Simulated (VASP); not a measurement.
Write an ASE script for VASP 6.6.1 that does the following.

* Task: density of states
* Functional: PBE
* Dispersion: ULG
* Potentials or basis: VASP PAW PBE potentials, release 64 (Be, H, F)
* Cutoff: 520 eV
* k mesh: 8 × 8 × 5
* Occupations: gaussian, width 0.05 eV
* Spin: no spin polarisation
* Further INCAR settings: ALGO = Normal; EDIFF = 1.00e-06

BeHF:

```xyz
6
Lattice="3.0842 0.0000 0.0000 0.0000 3.0842 0.0000 0.0000 0.0000 5.0965" Properties=species:S:1:pos:R:3 pbc="T T T"
Be    0.0000    1.5421    4.2301
Be    1.5421    0.0000    0.8664
H     0.0000    0.0000    0.0000
H     1.5421    1.5421    0.0000
F     0.0000    1.5421    1.6818
F     1.5421    0.0000    3.4146
```

The cell was built by a generator and needn't be a form met in nature.

The cell isn't the ideal one: volume scaled by 0.92.

The input as run:

run.py

```python
from ase import Atoms
from ase.calculators.vasp import Vasp
from ase.dft.dos import DOS

atoms = Atoms(
    ['Be', 'Be', 'H', 'H', 'F', 'F'],
    cell=[[3.084198456, 0.0, 0.0], [0.0, 3.084198456, 0.0], [0.0, 0.0, 5.0964723077]],
    scaled_positions=[[0.0, 0.5, 0.82999998], [0.5, 0.0, 0.17000002], [0.0, 0.0, 0.0], [0.5, 0.5, 0.0], [0.0, 0.5, 0.33000001], [0.5, 0.0, 0.66999999]],
    pbc=True,
)
calc = Vasp(
    directory='calc',
    xc='pbe',
    pp='PBE',
    setups='recommended',
    prec='Accurate',
    encut=520,
    ediff=1e-06,
    ismear=0,
    sigma=0.05,
    lreal=False,
    lasph=True,
    nelm=60,
    algo='Normal',
    isif=2,
    lwave=False,
    lcharg=False,
    ivdw=3,
    lorbit=10,
    kpts=[8, 8, 5],
    gamma=True,
)
atoms.calc = calc

print('energy (eV):', atoms.get_potential_energy())
print('free energy (eV):', atoms.get_potential_energy(force_consistent=True))
print('forces (eV/A):')
print(atoms.get_forces())
print('stress (eV/A^3, Voigt):', atoms.get_stress())
print('Fermi level (eV):', calc.get_fermi_level())
dos = DOS(calc, width=0.2, window=(-10, 10), npts=301)
print('E - E_F (eV), DOS (1/eV)')
for e, g in zip(dos.get_energies(), dos.get_dos()):
    print(f'{e:8.3f} {g:10.4f}')
```

Potentials or basis: VASP PAW PBE potentials, release 64 (Be, H, F).

Command:

```console
$ python run.py
```

It gave:

The pressure is -17.5 GPa and the largest force is 0.872 eV/Å. The band gap on the k mesh is 0.28 eV, direct, the valence electrons inside the program's atomic spheres are Be 0.54; H 0.59; F 6.04 and the dispersion energy per atom is -0.045 eV.

Caveat: an odd mesh through Γ misses points on the zone boundary, where band edges often lie.

Wall time 22 s on 1 thread of Intel(R) Xeon(R) Platinum 8375C CPU @ 2.90GHz (Ice Lake), on a shared host, peak memory 0.17 GiB.
